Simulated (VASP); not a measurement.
OSZICAR of a VASP run on CeO$_{2}$ (space group Fm-3m):

OSZICAR:
```
       N       E                     dE             d eps       ncg     rms          rms(c)
DAV:   1     0.215057808389E+03    0.21506E+03   -0.99049E+03  1120   0.163E+03
DAV:   2    -0.278439747298E+01   -0.21784E+03   -0.20796E+03  1784   0.291E+02
DAV:   3    -0.304020325937E+02   -0.27618E+02   -0.24941E+02  1312   0.139E+02
DAV:   4    -0.317049030672E+02   -0.13029E+01   -0.13026E+01  1952   0.293E+01
DAV:   5    -0.317634189057E+02   -0.58516E-01   -0.58512E-01  1800   0.544E+00    0.306E+01
DAV:   6    -0.293877590424E+02    0.23757E+01   -0.89753E+01  1696   0.582E+01    0.254E+01
DAV:   7    -0.282749001635E+02    0.11129E+01   -0.17134E+02  1680   0.127E+02    0.214E+01
DAV:   8    -0.275057066339E+02    0.76919E+00   -0.33960E+00  1280   0.203E+01    0.138E+01
DAV:   9    -0.263112441364E+02    0.11945E+01   -0.66988E+00  1696   0.214E+01    0.165E+00
DAV:  10    -0.262943116698E+02    0.16932E-01   -0.22220E-01  1928   0.390E+00    0.120E+00
DAV:  11    -0.262799586888E+02    0.14353E-01   -0.38966E-02  1688   0.186E+00    0.119E+00
DAV:  12    -0.262663339526E+02    0.13625E-01   -0.82309E-02  1232   0.184E+00    0.103E+00
DAV:  13    -0.262669619978E+02   -0.62805E-03   -0.15304E-01  1704   0.393E+00    0.108E+00
DAV:  14    -0.262630397997E+02    0.39222E-02   -0.20871E-02  1704   0.140E+00    0.509E-01
DAV:  15    -0.262626345116E+02    0.40529E-03   -0.29205E-03  1632   0.459E-01    0.198E-01
DAV:  16    -0.262626740048E+02   -0.39493E-04   -0.31670E-04  1608   0.128E-01    0.169E-01
DAV:  17    -0.262625836506E+02    0.90354E-04   -0.36349E-04  1768   0.174E-01    0.542E-02
DAV:  18    -0.262625697612E+02    0.13889E-04   -0.77896E-05  1864   0.767E-02    0.183E-02
DAV:  19    -0.262625677441E+02    0.20171E-05   -0.68658E-06  1344   0.264E-02    0.386E-03
DAV:  20    -0.262625675919E+02    0.15218E-06   -0.56991E-07   712   0.804E-03
   1 F= -.26262568E+02 E0= -.26262568E+02  d E =-.262626E+02
       N       E                     dE             d eps       ncg     rms          rms(c)
DAV:   1    -0.262996580845E+02   -0.37090E-01   -0.10405E+00  1144   0.107E+01    0.328E+00
DAV:   2    -0.262752644613E+02    0.24394E-01   -0.36086E-01  1704   0.618E+00    0.109E+00
DAV:   3    -0.262698963290E+02    0.53681E-02   -0.32624E-01  1704   0.478E+00    0.119E+00
DAV:   4    -0.262609962060E+02    0.89001E-02   -0.62989E-02  1680   0.233E+00    0.893E-02
DAV:   5    -0.262609315508E+02    0.64655E-04   -0.29177E-03  2056   0.315E-01    0.668E-02
DAV:   6    -0.262609534534E+02   -0.21903E-04   -0.10827E-04  1496   0.839E-02    0.510E-02
DAV:   7    -0.262610365466E+02   -0.83093E-04   -0.29336E-04  1856   0.135E-01    0.273E-02
DAV:   8    -0.262610336261E+02    0.29205E-05   -0.19540E-05  1496   0.428E-02    0.963E-03
DAV:   9    -0.262610330898E+02    0.53627E-06   -0.39772E-06  1248   0.140E-02
   2 F= -.26261033E+02 E0= -.26261033E+02  d E =0.153450E-02
       N       E                     dE             d eps       ncg     rms          rms(c)
DAV:   1    -0.262791597049E+02   -0.18126E-01   -0.41657E-01  1144   0.669E+00    0.210E+00
DAV:   2    -0.262713710965E+02    0.77886E-02   -0.19366E-01  1680   0.454E+00    0.823E-01
DAV:   3    -0.262664629681E+02    0.49081E-02   -0.14688E-01  1664   0.314E+00    0.738E-01
DAV:   4    -0.262634041783E+02    0.30588E-02   -0.26688E-02  1712   0.152E+00    0.457E-02
DAV:   5    -0.262633606274E+02    0.43551E-04   -0.66023E-04  1840   0.194E-01    0.641E-02
DAV:   6    -0.262633703870E+02   -0.97596E-05   -0.68422E-05  2120   0.612E-02    0.267E-02
DAV:   7    -0.262633831069E+02   -0.12720E-04   -0.56577E-05  1880   0.444E-02    0.705E-03
DAV:   8    -0.262633806403E+02    0.24666E-05   -0.12647E-05  2112   0.247E-02    0.273E-03
DAV:   9    -0.262633808469E+02   -0.20657E-06   -0.58495E-07   704   0.537E-03
   3 F= -.26263381E+02 E0= -.26263381E+02  d E =-.813255E-03
```

Q: Which electronic solver shows in the log?

A: It is blocked Davidson (ALGO = Normal, or the opening steps of other solvers). The INCAR had ALGO = Normal.

Q: How was spin treated?

A: Without spin polarisation: there is no mag entry.

Q: Can the final energy be trusted as converged?

A: Self-consistency was reached. It stopped with EDIFF = 1E-6, NELM = 100, NSW = 50 and EDIFFG = -0.01 after 3 ionic steps (PBE GGA, plane waves, VASP's PBE PAW potentials (set 64)). At this cut-off the stress carries a Pulay error, which pulls relaxed volumes low.

The structure is a typed CeO2 crystal (Fm-3m). This run relaxes it. Symmetry was kept, so distortions that lower it aren't found. The run is one of a series of settings (EDIFFG = -0.01, IBRION = 2, ISIF = 3, NSW = 50 against the base run), some of them coarse on purpose. The run is not spin-polarised, so no magnetic state was tried.
